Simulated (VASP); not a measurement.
Here is the system:

```xyz
2
Lattice="0.0000 2.0274 2.0274 2.0274 0.0000 2.0274 2.0274 2.0274 0.0000" Properties=species:S:1:pos:R:3 pbc="T T T"
Li     0.0000     0.0000     0.0000
H      2.0274     2.0274     2.0274
```

The numbers are results of revPBE GGA, VASP's PBE PAW potentials (set 64) (plane waves; VASP 6.6.1), not measurements. Run with 520 eV cut-off, Gaussian smearing of 0.050 eV, potentials Li_sv H.

Problem. Give the energies of bands 2 to 4 at the high-symmetry points, in eV from the valence-band maximum.

Solution. 
| band | Γ | X | U | L | W |
|---|---|---|---|---|---|
| 2 | -5.26 | 0.00 | -0.47 | -2.48 | -0.20 |
| 3 | 15.69 | 3.14 | 4.27 | 4.95 | 5.38 |
| 4 | 17.81 | 10.83 | 7.58 | 13.46 | 5.38 |

The gap is direct, 3.14 eV, from the valence maximum at X to the conduction minimum at X.

The compound is LiH in the rock salt structure. It was relaxed first.
